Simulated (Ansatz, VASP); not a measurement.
# HfC in two plane-wave programs

Wanted: the spread between two codes on one cell, functional and k mesh. The cell is taken from a series of runs on this material, whose earlier steps may have relaxed, scaled, displaced or heated it; both programs get it as it stands.

Program: Ansatz 0.2.0. Level of theory: plane waves, with VASP 6.6.1 beside it; zone-centre phonons at PBEsol. Results are calculated unless marked as measured.

## Step 1: Set-up

The structure is orthorhombic, space group Immm (No. 71). Conventional cell: a = 3.160 Å, b = 3.287 Å, c = 4.626 Å, α = 90.00°, β = 90.00°, γ = 90.00°. C has 6 Hf at 2.28 to 2.31 Å nearest. Hf has 6 C at 2.28 to 2.31 Å nearest. Farther neighbours are not listed.

Structure file:

```xyz
2
Lattice="-0.0448 2.2792 2.3129 2.2792 -0.0448 2.3129 2.2345 2.2345 0.0000" Properties=species:S:1:pos:R:3 pbc="T T T"
C     0.0000    0.0000    0.0000
Hf    2.2345    2.2345    2.3129
```

## Step 2: VASP: zone-centre phonons, PBEsol

Second derivatives magnify differences that forces hide, and they need a tight electronic threshold.

Lines of VASP's logs that name or quote its potential files are left out, and so is its time.

INCAR

```
SYSTEM = HfC
PREC = Accurate
ENCUT = 600
EDIFF = 1E-08
NELM = 120
ISMEAR = 1
SIGMA = 0.2
LREAL = .FALSE.
ALGO = Normal
GGA = PS
NBANDS = 13
LASPH = .TRUE.
LORBIT = 11
LWAVE = .FALSE.
LCHARG = .FALSE.
ISIF = 2
IBRION = 8
GGA_COMPAT = .FALSE.
KPAR = 2
```

POSCAR

```
HfC
1.0
   -0.0447617468      2.2792344152      2.3128690602
    2.2792344152     -0.0447617468      2.3128690602
    2.2344726684      2.2344726684      0.0000000000
C Hf
1 1
Direct
    0.0000000000      0.0000000000      0.0000000000
    0.5000000000      0.5000000000      0.5000000000
```

KPOINTS

```
Automatic mesh
0
Gamma
16 16 16
0 0 0
```

PAW data sets: C and Hf_pv (PBE family, release 64).

Launch:

```bash
> mpirun -np 2 vasp_std
```

Numbers of over 12 decimals in the logs are rounded to 6 here.

What it wrote:

```text
[banner, memory and clock lines left out]
running    2 mpi-ranks, on    1 nodes
 distrk:  each k-point on    1 cores,    2 groups
 distr:  one band on    1 cores,    1 groups

 POSCAR found type information on POSCAR C Hf
 POSCAR found :  2 types and       2 ions
|                                                                             |
|               ----> ADVICE to this user running VASP <----                  |
|                                                                             |
|     You enforced a specific xc type in the INCAR file but a different       |
|     [... a line on the potential file left out ...]
|     I HOPE YOU KNOW WHAT YOU ARE DOING!                                     |
|                                                                             |

 LDA part: xc-table for (Slater+PW92), standard interpolation
 POSCAR, INCAR and KPOINTS ok, starting setup
 FFT: planning ... GRIDC
 FFT: planning ... GRID_SOFT
 FFT: planning ... GRID
 WAVECAR not read
 entering main loop
       N       E                     dE             d eps       ncg     rms          rms(c)
DAV:   1     0.247615952778E+02    0.24762E+02   -0.85730E+03 16170   0.119E+03
DAV:   2    -0.233163048327E+02   -0.48078E+02   -0.45167E+02 20365   0.222E+02
DAV:   3    -0.250182814742E+02   -0.17020E+01   -0.16930E+01 20265   0.298E+01
DAV:   4    -0.250275124019E+02   -0.92309E-02   -0.92299E-02 18056   0.259E+00
DAV:   5    -0.250275718270E+02   -0.59425E-04   -0.59424E-04 20198   0.192E-01    0.628E+01
DAV:   6    -0.222298163704E+02    0.27978E+01   -0.11946E+01 18661   0.186E+01    0.441E+01
DAV:   7    -0.221808744263E+02    0.48942E-01   -0.52867E-01 18539   0.524E+00    0.237E+01
DAV:   8    -0.221700442391E+02    0.10830E-01   -0.47152E-02 19806   0.177E+00    0.457E+00
DAV:   9    -0.221658415818E+02    0.42027E-02   -0.20164E-02 19241   0.780E-01    0.185E+00
DAV:  10    -0.221654347065E+02    0.40688E-03   -0.16154E-03 19469   0.297E-01    0.747E-02
DAV:  11    -0.221654315799E+02    0.31266E-05   -0.75069E-05 19076   0.808E-02    0.183E-02
DAV:  12    -0.221654310183E+02    0.56155E-06   -0.27939E-06 20231   0.139E-02    0.993E-03
DAV:  13    -0.221654308746E+02    0.14378E-06   -0.24420E-07 19901   0.349E-03    0.164E-03
DAV:  14    -0.221654308528E+02    0.21730E-07   -0.16946E-08 15836   0.109E-03    0.923E-04
DAV:  15    -0.221654308642E+02   -0.11388E-07   -0.30024E-09  9398   0.496E-04    0.109E-04
DAV:  16    -0.221654308665E+02   -0.22571E-08   -0.40170E-10  8488   0.184E-04
   1 F= -.22165431E+02 E0= -.22165384E+02  d E =-.141921E-03
 Linear response reoptimize wavefunctions to high precision
DAV:   1    -0.221654308645E+02    0.20216E-08   -0.25904E-11  9883   0.455E-05
DAV:   2    -0.221654308645E+02    0.31832E-11   -0.29759E-12  8313   0.148E-05
 Linear response DOF=           4
 Linear response progress:
  Degree of freedom:   1/  4
       N       E                     dE             d eps       ncg     rms          rms(c)
RMM:   1    -0.123992891055E+00   -0.12399E+00    0.24112E-02 63530   0.192E+00
RMM:   2    -0.119299498166E+00    0.46934E-02   -0.36609E-03 45842   0.364E-01    0.467E-01
RMM:   3    -0.119667983554E+00   -0.36849E-03   -0.70236E-04 42236   0.152E-01    0.246E-01
RMM:   4    -0.120631756644E+00   -0.96377E-03   -0.41164E-04 43132   0.114E-01    0.410E-02
RMM:   5    -0.120632263652E+00   -0.50701E-06   -0.11083E-05 47692   0.246E-02    0.119E-02
RMM:   6    -0.120631808082E+00    0.45557E-06   -0.39486E-07 50949   0.427E-03    0.455E-03
RMM:   7    -0.120620212605E+00    0.11595E-04   -0.97914E-08 49212   0.219E-03    0.263E-03
RMM:   8    -0.120623372296E+00   -0.31597E-05   -0.97748E-09 52104   0.686E-04    0.395E-04
RMM:   9    -0.120622709408E+00    0.66289E-06    0.29747E-09 53673   0.130E-04    0.170E-04
RMM:  10    -0.120622706969E+00    0.24390E-08   -0.35500E-09 55431   0.291E-05    0.293E-05
 first order change of Fermi-energy   0.11659E-02
 force on displaced ion       1 direction 1 :  -9.550   0.847   0.000
 Linear response progress:
  Degree of freedom:   2/  4
       N       E                     dE             d eps       ncg     rms          rms(c)
RMM:   1    -0.121862752154E+00   -0.12186E+00    0.34846E-02 35783   0.188E+00
RMM:   2    -0.118654814848E+00    0.32079E-02   -0.31072E-03 25910   0.342E-01    0.396E-01
RMM:   3    -0.119019163890E+00   -0.36435E-03   -0.61412E-04 23570   0.144E-01    0.206E-01
RMM:   4    -0.119947329097E+00   -0.92817E-03   -0.39121E-04 24159   0.111E-01    0.366E-02
RMM:   5    -0.119950571102E+00   -0.32420E-05   -0.10173E-05 26859   0.235E-02    0.110E-02
RMM:   6    -0.119949403568E+00    0.11675E-05   -0.37478E-07 28369   0.418E-03    0.433E-03
RMM:   7    -0.119939232572E+00    0.10171E-04   -0.80911E-08 27514   0.198E-03    0.258E-03
RMM:   8    -0.119941588397E+00   -0.23558E-05   -0.80257E-09 29187   0.642E-04    0.395E-04
RMM:   9    -0.119941297759E+00    0.29064E-06   -0.46236E-09 29917   0.111E-04    0.165E-04
RMM:  10    -0.119941297046E+00    0.71254E-09   -0.38284E-09 30916   0.250E-05    0.464E-05
 first order change of Fermi-energy   0.10751E-02
 force on displaced ion       1 direction 3 :   0.000   0.000  -7.872
 Linear response progress:
  Degree of freedom:   3/  4
       N       E                     dE             d eps       ncg     rms          rms(c)
RMM:   1    -0.214252536288E+00   -0.21425E+00    0.38071E+00 31523   0.120E+01
RMM:   2    -0.209920244792E+00    0.43323E-02   -0.31272E-02 44076   0.129E+00    0.553E-01
RMM:   3    -0.209163597429E+00    0.75665E-03   -0.95680E-04 55549   0.157E-01    0.238E-01
RMM:   4    -0.208630131956E+00    0.53347E-03   -0.83316E-05 59518   0.574E-02    0.140E-01
RMM:   5    -0.208188501131E+00    0.44163E-03   -0.30677E-05 59269   0.401E-02    0.141E-02
RMM:   6    -0.208183073828E+00    0.54273E-05   -0.26541E-06 60119   0.108E-02    0.710E-03
RMM:   7    -0.208190395703E+00   -0.73219E-05   -0.89640E-07 64472   0.242E-03    0.688E-03
RMM:   8    -0.208190460913E+00   -0.65210E-07   -0.19001E-06 63287   0.594E-04    0.221E-03
RMM:   9    -0.208190977347E+00   -0.51643E-06   -0.20425E-06 66741   0.281E-04    0.475E-05
RMM:  10    -0.208191302974E+00   -0.32563E-06   -0.11885E-06 64161   0.911E-05    0.148E-05
RMM:  11    -0.208191382010E+00   -0.79035E-07   -0.54429E-07 69007   0.347E-05    0.304E-05
RMM:  12    -0.208191378461E+00    0.35491E-08   -0.26835E-07 61377   0.145E-05    0.310E-05
RMM:  13    -0.208191382445E+00   -0.39844E-08   -0.14229E-07 58071   0.735E-06    0.215E-05
RMM:  14    -0.208191384318E+00   -0.18735E-08   -0.79131E-08 45504   0.408E-06    0.133E-05
 first order change of Fermi-energy  -0.10617E-02
 force on displaced ion       2 direction 1 :  -9.551   0.846   0.000
 Linear response progress:
  Degree of freedom:   4/  4
       N       E                     dE             d eps       ncg     rms          rms(c)
RMM:   1    -0.215175299294E+00   -0.21518E+00    0.36780E+00 18157   0.118E+01
RMM:   2    -0.211566683156E+00    0.36086E-02   -0.30566E-02 24978   0.127E+00    0.495E-01
RMM:   3    -0.210874302321E+00    0.69238E-03   -0.91555E-04 30917   0.150E-01    0.201E-01
RMM:   4    -0.210389467107E+00    0.48484E-03   -0.73813E-05 33299   0.520E-02    0.126E-01
RMM:   5    -0.209949704099E+00    0.43976E-03   -0.27231E-05 32989   0.383E-02    0.125E-02
RMM:   6    -0.209940546494E+00    0.91576E-05   -0.18629E-06 33990   0.978E-03    0.541E-03
RMM:   7    -0.209950399629E+00   -0.98531E-05    0.96123E-10 35503   0.224E-03    0.559E-03
RMM:   8    -0.209950629576E+00   -0.22995E-06   -0.20357E-06 34988   0.540E-04    0.164E-03
RMM:   9    -0.209950967677E+00   -0.33810E-06   -0.16470E-06 36904   0.249E-04    0.539E-05
RMM:  10    -0.209951277107E+00   -0.30943E-06   -0.10900E-06 35560   0.832E-05    0.118E-05
RMM:  11    -0.209951335001E+00   -0.57895E-07   -0.44923E-07 38740   0.294E-05    0.383E-05
RMM:  12    -0.209951348160E+00   -0.13159E-07   -0.25332E-07 33818   0.113E-05    0.120E-05
RMM:  13    -0.209951351370E+00   -0.32098E-08   -0.12311E-07 30798   0.570E-06    0.112E-05
RMM:  14    -0.209951352890E+00   -0.15202E-08   -0.73708E-08 24263   0.316E-06    0.851E-06
 first order change of Fermi-energy  -0.81426E-03
 force on displaced ion       2 direction 3 :   0.000   0.000  -7.874
 Linear response finished
```

OUTCAR, selected parts (step 2):

```text
ion  position               nearest neighbor table
   1  0.000  0.000  0.000-   2 2.28   2 2.28   2 2.28   2 2.28   2 2.31   2 2.31
   2  0.500  0.500  0.500-   1 2.28   1 2.28   1 2.28   1 2.28   1 2.31   1 2.31

  LATTYP: Found a body centered orthorhombic cell.
 ALAT       =     3.1600215524
 B/A-ratio  =     1.0400647074
 C/A-ratio  =     1.4638311935

 Subroutine GETGRP returns: Found  8 space group operations
 (whereof  8 operations were pure point group operations)

The static configuration has the point symmetry D_2h.

 Found    621 irreducible k-points:

   k-points           NKPTS =    621   k-points in BZ     NKDIM =    621   number of bands    NBANDS=     13

   dimension x,y,z NGX =    28 NGY =   28 NGZ =   28
   dimension x,y,z NGXF=    56 NGYF=   56 NGZF=   56

   ENCUT  =  600.0 eV  44.10 Ry    6.64 a.u.   6.49  6.49  6.31*2*pi/ulx,y,z

   NELECT =      14.0000    total number of electrons

 k-points in reciprocal lattice and weights: Automatic mesh
   0.00000000  0.00000000  0.00000000       0.000
   0.06250000 -0.00000000  0.00000000       0.001
   0.12500000 -0.00000000  0.00000000       0.001
   0.18750000  0.00000000  0.00000000       0.001
   0.25000000 -0.00000000  0.00000000       0.001
   0.31250000 -0.00000000  0.00000000       0.001
   0.37500000  0.00000000  0.00000000       0.001
   0.43750000  0.00000000  0.00000000       0.001
   0.50000000 -0.00000000  0.00000000       0.000
[...]
0.25000000  0.25000000  0.50000000       0.000
  -0.25000000  0.25000000  0.50000000       0.000

 average (electrostatic) potential at core
       1 -47.4939       2 -34.6716

  Total        0.9979850      0.9979850     -0.0596049      1.0391609      0.0000000      0.0000000
  in kB       66.5645684     66.5645684     -3.9755866     69.3109579      0.0000000      0.0000000
  external PRESSURE =      43.0511834 kB  Pullay stress =       0.0000000 kB

  energy-cutoff  :      600.00
  volume of cell :       24.02
      direct lattice vectors                 reciprocal lattice vectors
    -0.044761747  2.279234415  2.312869060    -0.215146655  0.215146655  0.216181715
     2.279234415 -0.044761747  2.312869060     0.215146655 -0.215146655  0.216181715
     2.234472668  2.234472668  0.000000000     0.223766443  0.223766443 -0.216181715

 POSITION                                       TOTAL-FORCE (eV/Angst)
 -----------------------------------------------------------------------------------
      0.00000      0.00000      0.00000         0.000000      0.000000      0.000000
      2.23447      2.23447      2.31287         0.000000     -0.000000      0.000000
 -----------------------------------------------------------------------------------
    total drift:                                0.000000      0.000000      0.000000

 Eigenvectors and eigenvalues of the dynamical matrix
 ----------------------------------------------------

   1 f  =   15.026294 THz    94.412993 2PiTHz  501.223231 cm-1    62.143733 meV
             X         Y         Z           dx          dy          dz
      0.000000  0.000000  0.000000     0.684454   -0.684454   -0.000000
      2.234473  2.234473  2.312869    -0.177548    0.177548   -0.000000

   2 f  =   13.747802 THz    86.379986 2PiTHz  458.577304 cm-1    56.856314 meV
             X         Y         Z           dx          dy          dz
      0.000000  0.000000  0.000000     0.684447    0.684447   -0.000000
      2.234473  2.234473  2.312869    -0.177572   -0.177572   -0.000000

   3 f  =   13.074968 THz    82.152445 2PiTHz  436.133980 cm-1    54.073698 meV
             X         Y         Z           dx          dy          dz
      0.000000  0.000000  0.000000     0.000000    0.000000    0.967951
      2.234473  2.234473  2.312869     0.000000   -0.000000   -0.251139

   4 f/i=    0.000099 THz     0.000622 2PiTHz    0.003303 cm-1     0.000410 meV
             X         Y         Z           dx          dy          dz
      0.000000  0.000000  0.000000    -0.177548    0.177548   -0.000000
      2.234473  2.234473  2.312869    -0.684454    0.684453   -0.000000

   5 f/i=    0.000399 THz     0.002508 2PiTHz    0.013315 cm-1     0.001651 meV
             X         Y         Z           dx          dy          dz
      0.000000  0.000000  0.000000     0.177572    0.177572   -0.000000
      2.234473  2.234473  2.312869     0.684447    0.684448   -0.000000

   6 f/i=    0.000569 THz     0.003578 2PiTHz    0.018994 cm-1     0.002355 meV
             X         Y         Z           dx          dy          dz
      0.000000  0.000000  0.000000     0.000000    0.000000    0.251139
      2.234473  2.234473  2.312869     0.000000    0.000000    0.967951

 ELASTIC MODULI CONTR FROM IONIC RELAXATION (kBar)
 Direction    XX          YY          ZZ          XY          YZ          ZX
 --------------------------------------------------------------------------------
 XX           0.0000      0.0000      0.0000      0.0000      0.0000      0.0000
 YY           0.0000      0.0000      0.0000      0.0000      0.0000      0.0000
 ZZ           0.0000      0.0000      0.0000      0.0000      0.0000      0.0000
 XY           0.0000      0.0000      0.0000      0.0000      0.0000      0.0000
 YZ           0.0000      0.0000      0.0000      0.0000      0.0000      0.0000
 ZX           0.0000      0.0000      0.0000      0.0000      0.0000      0.0000
 --------------------------------------------------------------------------------
```

Energies printed during the response cycles are not total energies of the cell. Harder data sets than Hf_pv exist (the GW ones), and pressures, volumes and forces can shift noticeably with them. The PAW data sets were made with PBE, which is usual practice but a small mismatch for other functionals.

[end of part 1 of 2]

[Lines on the potential files, build, host, timing and source positions are cut from VASP's logs without a mark.]

[Logs are printed without paths, hosts, clocks, repeated set-up lines and the standing remarks that a program may print on its own settings, such as how far it seeks lower states.]

[Hosts, paths, dates, database ids (printed as entryN), source tags and the programs' standing remarks are cut or masked in the printed files.]
